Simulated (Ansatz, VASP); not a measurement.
# Cross-check of Ti (Titanium) between VASP and Ansatz

One calculation is typed for both programs; each brings its own data sets. How far apart do they land? The cell is taken from a series of runs on this material, whose earlier steps may have relaxed, scaled, displaced or heated it; both programs get it as it stands.

Calculated with Ansatz 0.2.0; plane waves, with VASP 6.6.1 beside it; zone-centre phonons at PBE.

## 1. The starting structure

The structure is hexagonal, space group P6_3/mmc (No. 194). The conventional cell has a = 2.938 Å, b = 2.938 Å, c = 4.653 Å, α = 90.00°, β = 90.00°, γ = 120.00°. Nearest to Ti lie 12 Ti at 2.88 to 2.94 Å.

Structure file:

```cif
data_structure
_symmetry_space_group_name_H-M 'P6_3/mmc'
_symmetry_Int_Tables_number 194
_cell_length_a 2.9379
_cell_length_b 2.9379
_cell_length_c 4.6526
_cell_angle_alpha 90.000
_cell_angle_beta 90.000
_cell_angle_gamma 120.000
_cell_volume 34.78
loop_
_atom_site_label
_atom_site_type_symbol
_atom_site_symmetry_multiplicity
_atom_site_Wyckoff_symbol
_atom_site_fract_x
_atom_site_fract_y
_atom_site_fract_z
_atom_site_occupancy
Ti1 Ti 2 c 0.33333 0.66667 0.25000 1
```

## 2. VASP: zone-centre phonons, PBE

Second derivatives magnify differences that forces hide, and they need a tight electronic threshold.

Lines of VASP's logs that name or quote its potential files are left out, and so is its time.

File INCAR:

```
SYSTEM = Ti
PREC = Accurate
ENCUT = 500
EDIFF = 1E-08
NELM = 120
ISMEAR = 1
SIGMA = 0.2
LREAL = .FALSE.
ALGO = Normal
GGA = PE
NBANDS = 18
LASPH = .TRUE.
LORBIT = 11
LWAVE = .FALSE.
LCHARG = .FALSE.
ISIF = 2
IBRION = 8
GGA_COMPAT = .FALSE.
```

File POSCAR:

```
Ti
1.0
    2.9378679815      0.0000000000      0.0000000000
   -1.4689339908      2.5442683050      0.0000000000
    0.0000000000      0.0000000000      4.6526365682
Ti
2
Direct
    0.3333333333      0.6666666667      0.2500000000
    0.6666666667      0.3333333333      0.7500000000
```

File KPOINTS:

```
Automatic mesh
0
Gamma
6 6 4
0 0 0
```

Potentials, in the order of the species: Ti_sv (PBE family, release 64).

Run with:

```bash
$ mpirun -np 1 vasp_std
```

Numbers of over 12 decimals in the logs are rounded to 6 here.

What it wrote:

```text
[banner, memory and clock lines left out]
running    1 mpi-ranks, on    1 nodes
 distrk:  each k-point on    1 cores,    1 groups
 distr:  one band on    1 cores,    1 groups

 POSCAR found type information on POSCAR Ti
 POSCAR found :  1 types and       2 ions
 LDA part: xc-table for (Slater+PW92), standard interpolation
 POSCAR, INCAR and KPOINTS ok, starting setup
 FFT: planning ... GRIDC
 FFT: planning ... GRID_SOFT
 FFT: planning ... GRID
 WAVECAR not read
 entering main loop
       N       E                     dE             d eps       ncg     rms          rms(c)
DAV:   1     0.249599050013E+03    0.24960E+03   -0.13203E+04   756   0.163E+03
DAV:   2     0.114891993942E+02   -0.23811E+03   -0.23517E+03   790   0.444E+02
DAV:   3    -0.164182729121E+02   -0.27907E+02   -0.27629E+02  1414   0.125E+02
DAV:   4    -0.176762166376E+02   -0.12579E+01   -0.12570E+01   864   0.273E+01
DAV:   5    -0.177460223134E+02   -0.69806E-01   -0.69795E-01  1146   0.461E+00    0.118E+01
DAV:   6    -0.156476286833E+02    0.20984E+01   -0.78339E+00   870   0.292E+01    0.296E+00
DAV:   7    -0.156368448317E+02    0.10784E-01   -0.77913E-01  1124   0.665E+00    0.206E+00
DAV:   8    -0.156651224487E+02   -0.28278E-01   -0.22420E-01   882   0.564E+00    0.724E-01
DAV:   9    -0.156553546897E+02    0.97678E-02   -0.57476E-02   894   0.243E+00    0.671E-02
DAV:  10    -0.156555814885E+02   -0.22680E-03   -0.25790E-03  1088   0.341E-01    0.905E-02
DAV:  11    -0.156556634799E+02   -0.81991E-04   -0.22083E-04   886   0.111E-01    0.268E-02
DAV:  12    -0.156556508385E+02    0.12641E-04   -0.50867E-05   996   0.487E-02    0.541E-03
DAV:  13    -0.156556523095E+02   -0.14710E-05   -0.10100E-06   910   0.990E-03    0.197E-03
DAV:  14    -0.156556532737E+02   -0.96425E-06   -0.29147E-07  1080   0.330E-03    0.513E-04
DAV:  15    -0.156556533730E+02   -0.99325E-07   -0.13834E-08   592   0.116E-03    0.306E-04
DAV:  16    -0.156556534241E+02   -0.51076E-07   -0.38780E-09   422   0.613E-04    0.525E-05
DAV:  17    -0.156556534054E+02    0.18773E-07   -0.70890E-10   416   0.276E-04    0.123E-05
DAV:  18    -0.156556534024E+02    0.29795E-08   -0.21757E-10   406   0.134E-04
   1 F= -.15655653E+02 E0= -.15652984E+02  d E =-.800672E-02
 Linear response reoptimize wavefunctions to high precision
DAV:   1    -0.156556534017E+02    0.62755E-09   -0.83426E-11   422   0.802E-05
DAV:   2    -0.156556534017E+02    0.82309E-10   -0.29183E-11   402   0.458E-05
 Linear response DOF=           2
 Linear response progress:
  Degree of freedom:   1/  2
       N       E                     dE             d eps       ncg     rms          rms(c)
RMM:   1    -0.593795953358E+00   -0.59380E+00    0.27231E+01  2204   0.140E+02
RMM:   2    -0.566732663787E+00    0.27063E-01   -0.33406E-01  3805   0.447E+00    0.275E-01
RMM:   3    -0.564055938585E+00    0.26767E-02   -0.21855E-02  4346   0.122E+00    0.121E-01
RMM:   4    -0.564553340454E+00   -0.49740E-03   -0.10370E-02  4982   0.538E-01    0.168E-02
RMM:   5    -0.565184236053E+00   -0.63090E-03   -0.15898E-03  5237   0.193E-01    0.131E-02
RMM:   6    -0.565436190031E+00   -0.25195E-03   -0.72392E-04  5103   0.101E-01    0.148E-02
RMM:   7    -0.566201004616E+00   -0.76481E-03   -0.13678E-04  4659   0.521E-02    0.194E-03
RMM:   8    -0.566300803697E+00   -0.99799E-04   -0.43797E-05  5254   0.261E-02    0.104E-03
RMM:   9    -0.566308618632E+00   -0.78149E-05    0.21829E-05  5350   0.133E-02    0.712E-04
RMM:  10    -0.566338012485E+00   -0.29394E-04    0.11603E-06  5249   0.691E-03    0.171E-04
RMM:  11    -0.566343366374E+00   -0.53539E-05    0.54213E-06  5402   0.373E-03    0.649E-05
RMM:  12    -0.566343883532E+00   -0.51716E-06    0.12618E-06  5497   0.204E-03    0.579E-05
RMM:  13    -0.566344588234E+00   -0.70470E-06    0.35478E-06  5411   0.122E-03    0.568E-05
RMM:  14    -0.566344507238E+00    0.80996E-07    0.26986E-06  5468   0.780E-04    0.674E-05
 first order change of Fermi-energy   0.10630E-03
 force on displaced ion       1 direction 1 :  -1.394  -0.000   0.000
 Linear response progress:
  Degree of freedom:   2/  2
       N       E                     dE             d eps       ncg     rms          rms(c)
RMM:   1    -0.694455930123E+00   -0.69446E+00    0.30069E+01   894   0.142E+02
RMM:   2    -0.657430806429E+00    0.37025E-01   -0.32441E-01  1534   0.439E+00    0.285E-01
RMM:   3    -0.656246046444E+00    0.11848E-02   -0.30733E-02  1691   0.127E+00    0.124E-01
RMM:   4    -0.657411446160E+00   -0.11654E-02   -0.11494E-02  1902   0.569E-01    0.232E-02
RMM:   5    -0.658041562755E+00   -0.63012E-03   -0.20915E-03  1859   0.223E-01    0.287E-02
RMM:   6    -0.658368190889E+00   -0.32663E-03   -0.93264E-04  1859   0.125E-01    0.146E-02
RMM:   7    -0.658733230095E+00   -0.36504E-03   -0.78939E-05  1957   0.548E-02    0.911E-03
RMM:   8    -0.659303075863E+00   -0.56985E-03   -0.26111E-05  1790   0.336E-02    0.151E-03
RMM:   9    -0.659326722228E+00   -0.23646E-04   -0.35652E-06  1944   0.153E-02    0.963E-04
RMM:  10    -0.659307481516E+00    0.19241E-04   -0.73102E-06  2008   0.811E-03    0.256E-04
RMM:  11    -0.659306771113E+00    0.71040E-06    0.13815E-05  2016   0.404E-03    0.187E-04
RMM:  12    -0.659311245224E+00   -0.44741E-05    0.34703E-06  1945   0.237E-03    0.120E-04
RMM:  13    -0.659312110611E+00   -0.86539E-06    0.27871E-06  2036   0.140E-03    0.259E-05
RMM:  14    -0.659311915684E+00    0.19493E-06    0.54999E-06  2112   0.818E-04    0.191E-05
RMM:  15    -0.659312434508E+00   -0.51882E-06    0.13676E-06  2046   0.528E-04    0.100E-05
RMM:  16    -0.659312502724E+00   -0.68216E-07    0.34830E-06  2106   0.339E-04    0.471E-06
RMM:  17    -0.659312530241E+00   -0.27517E-07    0.11378E-06  2033   0.239E-04    0.609E-06
RMM:  18    -0.659312537473E+00   -0.72315E-08    0.16253E-06  2069   0.173E-04    0.396E-06
RMM:  19    -0.659312545903E+00   -0.84305E-08    0.88533E-07  2039   0.126E-04    0.532E-06
RMM:  20    -0.659312543728E+00    0.21752E-08    0.81687E-07  1867   0.986E-05    0.778E-06
RMM:  21    -0.659312501400E+00    0.42327E-07    0.67398E-07  1909   0.784E-05    0.586E-06
RMM:  22    -0.659312504501E+00   -0.31008E-08    0.45717E-07  2011   0.606E-05    0.577E-06
RMM:  23    -0.659312503432E+00    0.10687E-08    0.32321E-07  1862   0.493E-05    0.510E-06
RMM:  24    -0.659312504426E+00   -0.99354E-09    0.31755E-07  1883   0.406E-05    0.565E-06
 first order change of Fermi-energy  -0.40656E-04
 force on displaced ion       1 direction 3 :  -0.000  -0.000  -3.743
 Linear response finished
```

From OUTCAR (step 2):

```text
ion  position               nearest neighbor table
   1  0.333  0.667  0.250-   2 2.88   2 2.88   2 2.88   2 2.88   2 2.88   2 2.88
   2  0.667  0.333  0.750-   1 2.88   1 2.88   1 2.88   1 2.88   1 2.88   1 2.88

  LATTYP: Found a hexagonal cell.
 ALAT       =     2.9378679815
 C/A-ratio  =     1.5836778907

 Subroutine GETGRP returns: Found 24 space group operations
 (whereof 12 operations were pure point group operations)

The static configuration has the point symmetry D_3d.
 The point group associated with its full space group is D_6h.

 Found     21 irreducible k-points:

   k-points           NKPTS =     21   k-points in BZ     NKDIM =     21   number of bands    NBANDS=     18

   dimension x,y,z NGX =    24 NGY =   24 NGZ =   36
   dimension x,y,z NGXF=    48 NGYF=   48 NGZF=   72

   ENCUT  =  500.0 eV  36.75 Ry    6.06 a.u.   5.36  5.36  8.48*2*pi/ulx,y,z

   NELECT =      24.0000    total number of electrons

 k-points in reciprocal lattice and weights: Automatic mesh
   0.00000000  0.00000000  0.00000000       0.007
   0.16666667  0.00000000  0.00000000       0.042
   0.33333333  0.00000000  0.00000000       0.042
   0.50000000  0.00000000  0.00000000       0.021
   0.16666667  0.16666667  0.00000000       0.042
   0.33333333  0.16666667  0.00000000       0.083
   0.33333333  0.33333333  0.00000000       0.014
   0.00000000  0.00000000  0.25000000       0.014
   0.16666667  0.00000000  0.25000000       0.083
[...]
0.33333333  0.16666667  0.50000000       0.083
   0.33333333  0.33333333  0.50000000       0.014

 average (electrostatic) potential at core
       1 -72.4729       2 -72.4729

  Total       -0.1248852     -0.1248852      0.0833549      0.0000000     -0.0000000     -0.0000000
  in kB       -5.7534363     -5.7534363      3.8401453      0.0000000     -0.0000000     -0.0000000
  external PRESSURE =      -2.5555758 kB  Pullay stress =       0.0000000 kB

  energy-cutoff  :      500.00
  volume of cell :       34.78
      direct lattice vectors                 reciprocal lattice vectors
     2.937867982  0.000000000  0.000000000     0.340382892  0.196520154  0.000000000
    -1.468933991  2.544268305  0.000000000     0.000000000  0.393040309  0.000000000
     0.000000000  0.000000000  4.652636568     0.000000000  0.000000000  0.214931896

 POSITION                                       TOTAL-FORCE (eV/Angst)
 -----------------------------------------------------------------------------------
     -0.00000      1.69618      1.16316        -0.000000      0.000000      0.000000
      1.46893      0.84809      3.48948         0.000000     -0.000000      0.000000
 -----------------------------------------------------------------------------------
    total drift:                               -0.000000      0.000000     -0.000000

 Eigenvectors and eigenvalues of the dynamical matrix
 ----------------------------------------------------

   1 f  =    6.181873 THz    38.841853 2PiTHz  206.205084 cm-1    25.566161 meV
             X         Y         Z           dx          dy          dz
     -0.000000  1.696179  1.163159     0.000000    0.000000    0.707107
      1.468934  0.848089  3.489477     0.000000   -0.000000   -0.707107

   2 f  =    3.771766 THz    23.698706 2PiTHz  125.812579 cm-1    15.598765 meV
             X         Y         Z           dx          dy          dz
     -0.000000  1.696179  1.163159     0.251763   -0.660769   -0.000000
      1.468934  0.848089  3.489477    -0.251763    0.660769   -0.000000

   3 f  =    3.771766 THz    23.698706 2PiTHz  125.812579 cm-1    15.598765 meV
             X         Y         Z           dx          dy          dz
     -0.000000  1.696179  1.163159     0.660769    0.251763    0.000000
      1.468934  0.848089  3.489477    -0.660769   -0.251763    0.000000

   4 f  =    0.000000 THz     0.000000 2PiTHz    0.000001 cm-1     0.000000 meV
             X         Y         Z           dx          dy          dz
     -0.000000  1.696179  1.163159     0.701358   -0.084453    0.031065
      1.468934  0.848089  3.489477     0.701358   -0.084453    0.031065

   5 f/i=    0.000000 THz     0.000000 2PiTHz    0.000002 cm-1     0.000000 meV
             X         Y         Z           dx          dy          dz
     -0.000000  1.696179  1.163159    -0.087986   -0.592445    0.375856
      1.468934  0.848089  3.489477    -0.087986   -0.592445    0.375856

   6 f/i=    0.000000 THz     0.000001 2PiTHz    0.000003 cm-1     0.000000 meV
             X         Y         Z           dx          dy          dz
     -0.000000  1.696179  1.163159    -0.018862   -0.376666   -0.598137
      1.468934  0.848089  3.489477    -0.018862   -0.376666   -0.598137

 ELASTIC MODULI CONTR FROM IONIC RELAXATION (kBar)
 Direction    XX          YY          ZZ          XY          YZ          ZX
 --------------------------------------------------------------------------------
 XX        -222.7702    222.7702     -0.0000      0.0000      0.0000      0.0000
 YY         222.7702   -222.7702      0.0000      0.0000     -0.0000     -0.0000
 ZZ          -0.0000      0.0000     -0.0000     -0.0000      0.0000      0.0000
 XY           0.0000      0.0000     -0.0000   -222.7702      0.0000      0.0000
 YZ           0.0000     -0.0000      0.0000      0.0000     -0.0000     -0.0000
 ZX           0.0000     -0.0000      0.0000      0.0000     -0.0000     -0.0000
 --------------------------------------------------------------------------------
```

(Continued in part 2 of 2.)

[Lines on the potential files, build, host, timing and source positions are cut from VASP's logs without a mark.]

[Logs are printed without paths, hosts, clocks, repeated set-up lines and the standing remarks that a program may print on its own settings, such as how far it seeks lower states.]

[Hosts, paths, dates, database ids (printed as entryN), source tags and the programs' standing remarks are cut or masked in the printed files.]
